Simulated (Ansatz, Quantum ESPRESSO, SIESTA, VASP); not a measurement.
# One structure in several programs: SnSe2 (P-3m1, 3 atoms in the cell)

Self-consistent single point.

```
CELL_PARAMETERS angstrom
      1.90500    -3.29956     0.00000
      1.90500     3.29956     0.00000
      0.00000     0.00000     6.14000
ATOMIC_POSITIONS crystal
  Sn 0.00000 0.00000 0.00000
  Se 0.33333 0.66667 0.25000
  Se 0.66667 0.33333 0.75000
```

Shared settings, as Ansatz (a first-principles code) writes them: kpoints.mp_grid.grid = 7 7 4; magnetization.spin_orbit = true; scf.occupations.method = fermi_dirac; scf.occupations.width = 0.05 eV. Potentials and cutoffs stand in the table.

```json
[
 {"code": "Quantum ESPRESSO", "model": "PBE, spin-orbit coupling, PseudoDojo fully relativistic norm-conserving (PBE) pseudopotentials", "pressure (GPa)": "5.40", "largest force (eV/Å)": "0.726", "gap on the mesh (eV)": "0.738", "cutoff": "90 Ry"},
 {"code": "VASP", "model": "PBE, spin-orbit coupling, VASP's PBE PAW potentials (set 64)", "pressure (GPa)": "5.27", "largest force (eV/Å)": "0.736", "gap on the mesh (eV)": "0.743", "cutoff": "300 eV"},
 {"code": "SIESTA", "model": "GGA PBE with spin-orbit coupling, numerical atomic orbitals TZP, PseudoDojo PBE fully relativistic norm-conserving potentials (rewritten from UPF to PSML)", "pressure (GPa)": "–", "largest force (eV/Å)": "1.343", "gap on the mesh (eV)": "0.749", "cutoff": "grid 300 Ry"},
 {"code": "Ansatz", "model": "PBE with spin-orbit coupling, default PAW files", "pressure (GPa)": "5.28", "largest force (eV/Å)": "0.715", "gap on the mesh (eV)": "–", "cutoff": "420 eV"}
]
```

A dash marks a value that a program does not give, or that is left out as unsure.

No gap is tabulated for Ansatz: it is not read from that output, or partly filled or unconverged empty levels leave it unsure.

Gaps are read on the mesh.

The spread over the programs that give each value: pressure within 0.13 GPa; largest force within 0.628 eV/Å; gap on the mesh within 0.011 eV.

SIESTA uses small atom-centred bases, whose incompleteness enters pressures, forces and empty levels differently from a plane-wave cutoff. Ansatz's pressure is given at a fixed set of plane waves, as the other plane-wave codes print theirs; with its correction for the finite basis it is 5.32 GPa. In the force vectors, SIESTA (by 0.617) lies more than 0.08 eV/Å from the median of the plane-wave programs.

VASP's run is marked for a possible Pulay error in its stress at this cutoff; no cutoff test was made.

The starting cell has typed, rounded lattice constants, without a prior relaxation at this level.

Left out of this page: Elk (with a known weakness of the program).

Keys are those of Ansatz 0.2.
